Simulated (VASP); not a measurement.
These are PBE GGA, VASP's PBE PAW potentials (set 64) (plane waves; VASP 6.6.1) values and carry that method's errors.

Input for VASP

File KPOINTS:
```
Automatic mesh
0
Gamma
2 2 2
0 0 0
```

### INCAR
```
! general
SYSTEM  = ScRe
PREC    = Accurate
ENCUT   = 300
LREAL   = .FALSE.
LASPH   = .TRUE.

! electronic loop
EDIFF   = 1E-6
NELM    = 100
ALGO    = Normal
LMAXMIX = 6

! smearing
ISMEAR  = -1
SIGMA   = 0.1

! functional
GGA     = PE

! ions
ISIF    = 2

! output
LWAVE   = .FALSE.
LCHARG  = .FALSE.
```

POSCAR:
```
ScRe
8.0766040
  0.3814713461   0.0000000000   0.0000000000
  0.0000000000   0.3814713461   0.0000000000
  0.0000000000   0.0000000000   0.5000000000
Sc Re
1 1
Cartesian
  0.1859859733   0.1923862996   0.2490095000
  0.0047496997  -0.0016506265   0.0009905000
```

POTCAR, in this order: Sc_sv Re (PBE.64 set). Program: vasp_std.

Output of the run:

File OUTCAR:
```
 ion  position               nearest neighbor table
   1  0.488  0.504  0.498-   2 2.91   2 2.93   2 2.93   2 2.96   2 2.99   2 3.01   2 3.01   2 3.04
  LATTYP: Found a simple tetragonal cell.
 ALAT       =     3.0809930000
 C/A-ratio  =     1.3107144352
 Subroutine PRICEL returns:
 Original cell was already a primitive cell.
 Subroutine GETGRP returns: Found  1 space group operations
The static configuration has the point symmetry C_1 .
The dynamic configuration has the point symmetry C_1 .
 Subroutine INISYM returns: Found  1 space group operations
 Subroutine IBZKPT returns following result:
 Found      8 irreducible k-points:

 Following reciprocal coordinates:
            Coordinates               Weight
  0.000000  0.000000  0.000000      1.000000
  0.500000  0.000000  0.000000      1.000000
  0.000000  0.500000  0.000000      1.000000
  0.500000  0.500000  0.000000      1.000000
  0.000000  0.000000  0.500000      1.000000
  0.500000  0.000000  0.500000      1.000000
  0.000000  0.500000  0.500000      1.000000
  0.500000  0.500000  0.500000      1.000000
   k-points           NKPTS =      8   k-points in BZ     NKDIM =      8   number of bands    NBANDS=     13
   number of dos      NEDOS =    301   number of ions     NIONS =      2
   total plane-waves  NPLWV =   7776
   dimension x,y,z NGX =    18 NGY =   18 NGZ =   24
   dimension x,y,z NGXF=    36 NGYF=   36 NGZF=   48
   ions per type =               1   1
   PREC   = accura    normal or accurate (medium, high low for compatibility)
   ISTART =      0    job   : 0-new  1-cont  2-samecut
   ICHARG =      2    charge: 1-file 2-atom 10-const
   ISPIN  =      1    spin polarized calculation?
   LNONCOLLINEAR =      F non collinear calculations
   LSORBIT =      F    spin-orbit coupling
   INIWAV =      1    electr: 0-lowe 1-rand  2-diag
   ENCUT  =  300.0 eV  22.05 Ry    4.70 a.u.   4.35  4.35  5.70*2*pi/ulx,y,z
   NELM   =    100;   NELMIN=  2; NELMDL= -5     # of ELM steps
   EDIFF  = 0.1E-05   stopping-criterion for ELM
   LREAL  =      F    real-space projection
   NLSPLINE    = F    spline interpolate recip. space projectors
   LMAXMIX     =    6 max onsite mixed and CHGCAR
   VOSKOWN=      0    Vosko Wilk Nusair interpolation
   EDIFFG = 0.1E-04   stopping-criterion for IOM
   NSW    =      0    number of steps for IOM
   NBLOCK =      1;   KBLOCK =      1    inner block; outer block
   IBRION =     -1    ionic relax: 0-MD 1-quasi-New 2-CG
   NFREE  =      0    steps in history (QN), initial steepest desc. (CG)
   ISIF   =      2    stress and relaxation
   ISYM   =      2    0-nonsym 1-usesym 2-fastsym
   TEIN   =    0.0    initial temperature
   TEBEG  =    0.0;   TEEND  =   0.0 temperature during run
   SMASS  =  -3.00    Nose mass-parameter (am)
   PSTRESS=    0.0 pullay stress
   NELECT =      18.0000    total number of electrons
   EFERMI =   0.00;   METHOD = LEGACY
   ISMEAR =    -1;   SIGMA  =   0.10  broadening in eV -4-tet -1-fermi 0-gaus
   IALGO  =     38    algorithm
   LDIAG  =      T    sub-space diagonalisation (order eigenvalues)
   IMIX   =      4    mixing-type and parameters
     AMIX     =   0.40;   BMIX     =  1.00
     AMIX_MAG =   1.60;   BMIX_MAG =  1.00
     AMIN     =   0.10
   GGA     = PE    functional components
   VOSKOWN =     0    Vosko Wilk Nusair interpolation
   LHFCALC =     F    Hartree Fock is set to
   LHFONE  =     F    Hartree Fock one center treatment
   AEXX    =    0.0000 exact exchange contribution
   IVDW    =     0    specifies the selected vdW correction
   LEPSILON=     F    determine dielectric tensor
   LRPA    =     F    only Hartree local field effects (RPA)
  energy-cutoff  :      300.00
  volume of cell :       38.33
      direct lattice vectors                 reciprocal lattice vectors
...
```

OSZICAR:
```
       N       E                     dE             d eps       ncg     rms          rms(c)
DAV:   1     0.733827959735E+02    0.73383E+02   -0.78486E+03   368   0.124E+03
DAV:   2    -0.145288209819E+02   -0.87912E+02   -0.85536E+02   332   0.396E+02
DAV:   3    -0.179211497562E+02   -0.33923E+01   -0.31606E+01   348   0.583E+01
DAV:   4    -0.182927471799E+02   -0.37160E+00   -0.32055E+00   320   0.129E+01
DAV:   5    -0.183390516017E+02   -0.46304E-01   -0.45520E-01   370   0.507E+00    0.194E+01
DAV:   6    -0.174036692344E+02    0.93538E+00   -0.17409E+00   364   0.235E+01    0.719E+00
DAV:   7    -0.172879620765E+02    0.11571E+00   -0.35101E-01   400   0.113E+01    0.829E-01
DAV:   8    -0.172827815913E+02    0.51805E-02   -0.57907E-02   364   0.233E+00    0.771E-01
DAV:   9    -0.172795368217E+02    0.32448E-02   -0.35015E-02   374   0.257E+00    0.276E-01
DAV:  10    -0.172789776733E+02    0.55915E-03   -0.75252E-03   382   0.824E-01    0.125E-01
DAV:  11    -0.172789130742E+02    0.64599E-04   -0.83791E-04   366   0.377E-01    0.502E-02
DAV:  12    -0.172789096745E+02    0.33997E-05   -0.33135E-05   390   0.836E-02    0.471E-03
DAV:  13    -0.172789096893E+02   -0.14772E-07   -0.55721E-07   212   0.798E-03
   1 F= -.17278910E+02 E0= -.17228924E+02  d E =-.999722E-01
```

OUTCAR:
```
------------------------ aborting loop because EDIFF is reached ----------------------------------------
  FORCE on cell =-STRESS in cart. coord.  units (eV):
  Direction    XX          YY          ZZ          XY          YZ          ZX
  --------------------------------------------------------------------------------------
  Total       -4.0918724     -4.3155472     -0.6375164      0.0244633      0.0037579     -0.0112832
  in kB     -171.0221858   -180.3708026    -26.6453687      1.0224558      0.1570619     -0.4715885
  external PRESSURE =    -126.0127857 kB  Pullay stress =       0.0000000 kB
  volume of cell :       38.33
      direct lattice vectors                 reciprocal lattice vectors
     3.080993000  0.000000000  0.000000000     0.324570682  0.000000000  0.000000000
     0.000000000  3.080993000  0.000000000     0.000000000  0.324570682  0.000000000
     0.000000000  0.000000000  4.038302000     0.000000000  0.000000000  0.247628830
 POSITION                                       TOTAL-FORCE (eV/Angst)
 -----------------------------------------------------------------------------------
      1.50214      1.55383      2.01115        -0.519803      0.184496     -0.006408
      0.03836      3.06766      0.00800         0.519803     -0.184496      0.006408
 -----------------------------------------------------------------------------------
    total drift:                               -0.000370      0.000353     -0.000354
  FREE ENERGIE OF THE ION-ELECTRON SYSTEM (eV)
  ---------------------------------------------------
  free  energy   TOTEN  =       -17.2789096893 eV

  energy  without entropy=      -17.1789375253  energy(sigma->0) =      -17.22892361
```
(Selected blocks of OUTCAR.)

At this cut-off the stress carries a Pulay error, which pulls relaxed volumes low.

The structure was generated: ScRe was put into an ordered model structure, which need not be its known phase. The cell was not relaxed at this level, atoms are displaced from their ideal sites. The k-mesh is coarse (spacing up to 1.02 per Å, 2π included), so the numbers may not be converged in it. The run is one of a series of settings (KPOINTS 2×2×2 Γ-centred mesh against the base run), some of them coarse on purpose.
